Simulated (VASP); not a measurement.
Input:

```xyz
2
Lattice="0.0000 2.1815 2.1815 2.1815 0.0000 2.1815 2.1815 2.1815 0.0000" Properties=species:S:1:pos:R:3 pbc="T T T"
Al     0.0000     0.0000     0.0000
N      1.0908     1.0908     1.0908
```

These are r2SCAN+rVV10, VASP's PBE PAW potentials (set 64) (plane waves; VASP) values and carry that method's errors. Numerical set-up: 520 eV cut-off, 10×10×10 Γ-centred mesh, Gaussian smearing of 0.050 eV, potentials Al N.

### Question
Estimate the energy per atom (σ→0), band gap (on the k-mesh) with the smallest direct gap where there is one.

### Answer

- band gap (on the k-mesh) = 3.89 eV
- smallest direct gap (on the k-mesh) = 4.89 eV
- energy per atom (σ→0) = -9497 meV/atom

The absolute energy has meaning only against runs of the same code, potentials and settings.

The compound is AlN in the zinc blende structure, a metastable form; wurtzite is the usual one. It was relaxed first.
